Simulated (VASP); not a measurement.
Calculation: PW91 GGA, VASP's PBE PAW potentials (set 64) (plane waves; VASP).

The input files of a VASP run:

**POSCAR**
```
Bi2Se3
1
   10.1579522905    -2.0959747782     0.0520828707
   10.1579522905     2.0959747782     0.0520828707
    9.7070028161    -0.0000000000     3.6543010683
Bi Se
2 3
Direct
  0.3977687622   0.3977687622   0.3977687622
  0.6022312378   0.6022312378   0.6022312378
  1.0000000000   1.0000000000   0.0000000000
  0.2169609711   0.2169609711   0.2169609711
  0.7830390289   0.7830390289   0.7830390289
```

INCAR:
```
SYSTEM = Bi2Se3
PREC = Accurate; ENCUT = 520; LREAL = .False.
LASPH = .True.; ICHARG = 11
EDIFF = 1E-7; NELM = 100; ALGO = Normal
LMAXMIX = 4
ISMEAR = 0; SIGMA = 0.05
GGA = 91
LWAVE = .False.; LCHARG = .False.; LORBIT = 11
```

File KPOINTS:
```
k-points along high-symmetry lines
12
Line-mode
Reciprocal
  0.000000   0.000000   0.000000 ! GAMMA
 -0.500000  -0.500000  -0.500000 ! T

 -0.500000  -0.500000  -0.500000 ! T
 -0.500000  -0.177114  -0.822886 ! H_2

 -0.177114   0.177114  -0.500000 ! H_0
 -0.000000  -0.000000  -0.500000 ! L

 -0.000000  -0.000000  -0.500000 ! L
  0.000000   0.000000   0.000000 ! GAMMA

  0.000000   0.000000   0.000000 ! GAMMA
 -0.000000   0.338557  -0.338557 ! S_0

 -0.338557  -0.000000  -0.661443 ! S_2
 -0.500000  -0.000000  -0.500000 ! F

 -0.500000  -0.000000  -0.500000 ! F
  0.000000   0.000000   0.000000 ! GAMMA
```

POTCAR, in this order: Bi_d Se (PBE.64 set). Program: vasp_std. Read from the step before: CHGCAR.

The run wrote:

**OUTCAR**
```
 ion  position               nearest neighbor table
   1  0.398  0.398  0.398-   5 2.89   5 2.89   5 2.89   3 3.11   3 3.11   3 3.11
   2  0.602  0.602  0.602-   4 2.89   4 2.89   4 2.89   3 3.11   3 3.11   3 3.11
   3  0.000  0.000  0.000-   2 3.11   1 3.11   2 3.11   2 3.11   1 3.11   1 3.11
   4  0.217  0.217  0.217-   2 2.89   2 2.89   2 2.89
   5  0.783  0.783  0.783-   1 2.89   1 2.89   1 2.89
  LATTYP: Found a trigonal (rhomboedric) cell.
 ALAT       =    10.3720691105
 COS(alpha) =     0.9183283545
 Subroutine PRICEL returns:
 Original cell was already a primitive cell.
 Subroutine GETGRP returns: Found 12 space group operations
The static configuration has the point symmetry D_3d.
The dynamic configuration has the point symmetry D_3d.
 Subroutine INISYM returns: Found 12 space group operations
   k-points           NKPTS =     84   k-points in BZ     NKDIM =     84   number of bands    NBANDS=     28
   number of dos      NEDOS =    301   number of ions     NIONS =      5
   total plane-waves  NPLWV = 512000
   dimension x,y,z NGX =    80 NGY =   80 NGZ =   80
   dimension x,y,z NGXF=   160 NGYF=  160 NGZF=  160
   ions per type =               2   3
   PREC   = accura    normal or accurate (medium, high low for compatibility)
   ISTART =      0    job   : 0-new  1-cont  2-samecut
   ICHARG =     11    charge: 1-file 2-atom 10-const
   ISPIN  =      1    spin polarized calculation?
   LNONCOLLINEAR =      F non collinear calculations
   LSORBIT =      F    spin-orbit coupling
   INIWAV =      1    electr: 0-lowe 1-rand  2-diag
   ENCUT  =  520.0 eV  38.22 Ry    6.18 a.u.  19.29 19.29 19.29*2*pi/ulx,y,z
   NELM   =    100;   NELMIN=  2; NELMDL= -5     # of ELM steps
   EDIFF  = 0.1E-06   stopping-criterion for ELM
   LREAL  =      F    real-space projection
   NLSPLINE    = F    spline interpolate recip. space projectors
   LMAXMIX     =    4 max onsite mixed and CHGCAR
   VOSKOWN=      0    Vosko Wilk Nusair interpolation
   EDIFFG = 0.1E-05   stopping-criterion for IOM
   NSW    =      0    number of steps for IOM
   NBLOCK =      1;   KBLOCK =      1    inner block; outer block
   IBRION =     -1    ionic relax: 0-MD 1-quasi-New 2-CG
   NFREE  =      0    steps in history (QN), initial steepest desc. (CG)
   ISIF   =      2    stress and relaxation
   ISYM   =      2    0-nonsym 1-usesym 2-fastsym
   TEIN   =    0.0    initial temperature
   TEBEG  =    0.0;   TEEND  =   0.0 temperature during run
   SMASS  =  -3.00    Nose mass-parameter (am)
   PSTRESS=    0.0 pullay stress
   NELECT =      48.0000    total number of electrons
   EFERMI =   0.00;   METHOD = LEGACY
   ISMEAR =     0;   SIGMA  =   0.05  broadening in eV -4-tet -1-fermi 0-gaus
   IALGO  =     38    algorithm
   LDIAG  =      T    sub-space diagonalisation (order eigenvalues)
   IMIX   =      4    mixing-type and parameters
     AMIX     =   0.40;   BMIX     =  1.00
     AMIX_MAG =   1.60;   BMIX_MAG =  1.00
     AMIN     =   0.10
   GGA     = 91    functional components
   VOSKOWN =     0    Vosko Wilk Nusair interpolation
   LHFCALC =     F    Hartree Fock is set to
   LHFONE  =     F    Hartree Fock one center treatment
   AEXX    =    0.0000 exact exchange contribution
   IVDW    =     0    specifies the selected vdW correction
   LEPSILON=     F    determine dielectric tensor
   LRPA    =     F    only Hartree local field effects (RPA)
  energy-cutoff  :      520.00
  volume of cell :      153.49
      direct lattice vectors                 reciprocal lattice vectors
    10.157952291 -2.095974778  0.052082871     0.049902175 -0.238552489 -0.132556279
    10.157952291  2.095974778  0.052082871     0.049902175  0.238552489 -0.132556279
     9.707002816  0.000000000  3.654301068    -0.001422460  0.000000000  0.277428653
 k-point     1 :   0.0000 0.0000 0.0000  plane waves:    4123
 k-point     2 :  -0.0455-0.0455-0.0455  plane waves:    4141
 k-point     3 :  -0.0909-0.0909-0.0909  plane waves:    4156
 k-point     4 :  -0.1364-0.1364-0.1364  plane waves:    4129
 k-point     5 :  -0.1818-0.1818-0.1818  plane waves:    4129
 k-point     6 :  -0.2273-0.2273-0.2273  plane waves:    4138
...
```

**OSZICAR**
```
       N       E                     dE             d eps       ncg     rms          rms(c)
DAV:   1     0.475218236276E+03    0.47522E+03   -0.23402E+04  4704   0.175E+03
DAV:   2     0.402361918989E+02   -0.43498E+03   -0.42475E+03  5044   0.437E+02
DAV:   3    -0.142672501260E+02   -0.54503E+02   -0.51662E+02  6052   0.164E+02
DAV:   4    -0.170726672131E+02   -0.28054E+01   -0.27547E+01  5320   0.357E+01
DAV:   5    -0.172127290517E+02   -0.14006E+00   -0.13938E+00  6804   0.785E+00
DAV:   6    -0.172155006136E+02   -0.27716E-02   -0.27682E-02  6060   0.105E+00
DAV:   7    -0.172156065079E+02   -0.10589E-03   -0.10588E-03  6928   0.160E-01
DAV:   8    -0.172156088403E+02   -0.23324E-05   -0.23321E-05  6312   0.212E-02
DAV:   9    -0.172156089291E+02   -0.88807E-07   -0.88760E-07  4828   0.364E-03
   1 F= -.17215609E+02 E0= -.17215609E+02  d E =-.194087E-12
```

**OUTCAR**
```
 val. band max:        3.8283735072   @ k =   0.0000   0.0000   0.0000

 cond. band min:       4.3171837263   @ k =   0.0000   0.0000   0.0000



 k-point     1 :       0.0000    0.0000    0.0000
  band No.  band energies     occupation
      1     -18.9858      2.00000
      2     -18.9858      2.00000
      3     -18.9844      2.00000
      4     -18.9844      2.00000
      5     -18.9792      2.00000
      6     -18.9770      2.00000
      7     -18.9686      2.00000
      8     -18.9686      2.00000
      9     -18.9662      2.00000
     10     -18.9662      2.00000
     11     -10.0060      2.00000
     12      -9.4211      2.00000
     13      -8.4657      2.00000
     14      -5.4723      2.00000
     15      -4.6004      2.00000
     16       2.0353      2.00000
     17       2.1761      2.00000
     18       2.3068      2.00000
     19       2.3068      2.00000
     20       2.4385      2.00000
     21       2.4385      2.00000
     22       2.9349      2.00000
     23       2.9349      2.00000
     24       3.8284      2.00000
     25       4.3172      0.00000
     26       5.5672      0.00000
     27       5.5672      0.00000
     28       6.1453      0.00000

 k-point     2 :      -0.0455   -0.0455   -0.0455
  band No.  band energies     occupation
      1     -18.9858      2.00000
      2     -18.9858      2.00000
      3     -18.9844      2.00000
      4     -18.9844      2.00000
      5     -18.9792      2.00000
      6     -18.9770      2.00000
      7     -18.9686      2.00000
      8     -18.9686      2.00000
      9     -18.9663      2.00000
     10     -18.9663      2.00000
     11     -10.0050      2.00000
     12      -9.4240      2.00000
     13      -8.4629      2.00000
     14      -5.4773      2.00000
     15      -4.5959      2.00000
     16       2.0100      2.00000
     17       2.2030      2.00000
     18       2.3055      2.00000
     19       2.3055      2.00000
     20       2.4408      2.00000
     21       2.4408      2.00000
...
```

The density is held fixed in this step, so its total energy and stress have no physical meaning. Without a dispersion term in the relaxation, distances and binding between the weakly bound layers, chains or molecules are unreliable, and so is what depends on them. Unless said otherwise, spin-orbit coupling is left out, though it shifts the bands of the heavy elements here.

The compound is Bi2Se3 in the tetradymite structure. It was relaxed first, which changed the volume by +8 %.
